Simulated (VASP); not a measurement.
VASP input:

File KPOINTS:
```
K-points
0
gamma
  9 9 5
0 0 0
```

**INCAR**
```
EDIFFG = -0.01   ! ionic stop
METAGGA = R2SCAN
IBRION = 2   ! conjugate gradients
LREAL = F
SYSTEM = AlN
SIGMA = 0.05   ! width (eV)
ALGO = Normal   ! blocked Davidson
ISIF = 3   ! ions, shape and volume
EDIFF = 1E-6   ! SCF stop (eV)
NSW = 60   ! most ionic steps
ISMEAR = 0
LWAVE = F
LASPH = T   ! aspherical one-centre terms
ENCUT = 520   ! plane-wave cut-off (eV)
NELM = 100   ! most electronic steps
LMIXTAU = T
LCHARG = F
PREC = Accurate
```

### POSCAR
```
AlN
1.0
  3.1053050484   0.0000000000   0.0000000000
 -1.5526525242   2.6892726604   0.0000000000
  0.0000000000   0.0000000000   4.9753160650
Al N
2 2
Cartesian
 -0.0000015527   1.7928493367   4.9586772473
  1.5526540769   0.8964233237   2.4710192148
 -0.0000015527   1.7928493367   1.8823823420
  1.5526540769   0.8964233237   4.3700403745
```

POTCAR, in this order: Al N (PBE.64 set). Program: vasp_std.

**Question.** Write an equivalent input for Ansatz.

**Answer.** One equivalent input (not run):
Ansatz 0.2 input:
```yaml
crystal:
  lattice:
    - [3.1053050, 0.0000000, 0.0000000]
    - [-1.5526525, 2.6892727, 0.0000000]
    - [0.0000000, 0.0000000, 4.9753161]
  atoms:
    - { symbol: Al, position: [0.3333330, 0.6666670, 0.9966557] }
    - { symbol: Al, position: [0.6666670, 0.3333330, 0.4966557] }
    - { symbol: N, position: [0.3333330, 0.6666670, 0.3783443] }
    - { symbol: N, position: [0.6666670, 0.3333330, 0.8783443] }
kpoints:
  mp_grid: { grid: [9, 9, 5] }
hamiltonian:
  xc: r2scan
  pseudopotentials: { kind: paw }
scf:
  occupations: { method: gaussian, width: 0.05 }
  max_iter: 100
relax:
  max_steps: 60
  f_tol: 0.01
  cell: {}
output: { forces: true, stress: true, eigenvalues: true }
```
What does not carry over: each code has its own PAW files, so the cut-off isn't converted (ENCUT is set for VASP's; basis.ecutwfc is left out, and Ansatz then takes the one that its files recommend); Ansatz stops its SCF on the density residual and VASP on the energy change (EDIFF).

The structure was generated: AlN was put into the wurtzite type (P6_3mc), which need not be its known phase. It was relaxed first. The start is the result of an earlier pass.
